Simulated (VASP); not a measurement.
W:

```
W
1.0
    -1.58234    1.58234    1.58234
     1.58234   -1.58234    1.58234
     1.58234    1.58234   -1.58234
W
1
Direct
  0.00000 0.00000 0.00000
```

| Quantity | Value |
| --- | --- |
| Program | VASP 6.6.1 |
| Task | relaxation of cell and atoms |
| Functional | PBE |
| Potentials or basis | VASP PAW PBE potentials, release 64 (W_sv) |
| Cutoff | 700 eV |
| k mesh | 18 × 18 × 18 |
| Occupations | gaussian, width 0.1 eV |
| Spin | no spin polarisation |

At the start: pressure 6.3 GPa; volume 15.85 Å³/atom.

Task: Where does the relaxation end?

Result: Over 4 steps the energy falls by 6.1 meV/atom and the volume is 16.16 Å³/atom (+2.0 %); space group Im-3m (No. 229, to 0.05 Å).

Step by step:
```tsv
step	energy change (eV)	largest force (eV/Å)	pressure (GPa)	volume (Å³)
1	0.0000	0.0000	6.30	15.85
2	0.0640	0.0000	-18.18	17.32
3	-0.0061	0.0000	-0.18	16.17
4	-0.0061	0.0000	-0.01	16.16
```

Final structure:
```
W
1.0
    -1.59278    1.59278    1.59278
     1.59278   -1.59278    1.59278
     1.59278    1.59278   -1.59278
W
1
Direct
  0.00000 0.00000 0.00000
```
